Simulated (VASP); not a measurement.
Computed with PBE GGA, VASP's PBE PAW potentials (set 64) (plane waves; VASP).

VASP input:

File POSCAR:
```
FePt
2.6556720
  1.0000000000   0.0000000000   0.0000000000
  0.0000000000   1.0310685958   0.0000000000
  0.0000000000   0.0000000000   1.3682759015
Fe Pt
1 1
Direct
  0.0000000000   0.0000000000   0.0000000000
  0.5148810000   0.5000000000   0.5000000000
```

**INCAR**
```
ISPIN=2   # spin-polarised
LREAL=.FALSE.
LWAVE=.FALSE.
ISIF=2   # forces and stress, cell fixed
ENCUT=400   # plane-wave cut-off (eV)
ISMEAR=-4
LMAXMIX=6   # l cut-off of mixed one-centre charges
LORBIT=10
ALGO=Normal
SYSTEM=FePt
EDIFF=1E-6   # SCF stop (eV)
NELM=100
LCHARG=.FALSE.
GGA=PE   # PBE
LASPH=.TRUE.   # aspherical one-centre terms
MAGMOM=3.0 0.0
PREC=Accurate
```

KPOINTS:
```
Automatic
0
G
 12 12 9
```

POTCAR, in this order: Fe Pt (PBE.64 set). Program: vasp_std.

What will the output report for the number of irreducible k-points (NKPTS), number of bands (NBANDS), largest plane-wave count, number of space-group operations, FFT grid (NGX, NGY, NGZ)?

The number of irreducible k-points (NKPTS) is 245. The number of bands (NBANDS) is 15. The largest plane-wave count is 495, the number of space-group operations is 4 and the FFT grid (NGX, NGY, NGZ) comes out as 18 × 18 × 24.

The compound is FePt in the L1_0 structure. The cell was not relaxed at this level, atoms are displaced from their ideal sites. The run is one of a series of settings (ISMEAR = -4, SIGMA removed against the base run), some of them coarse on purpose.
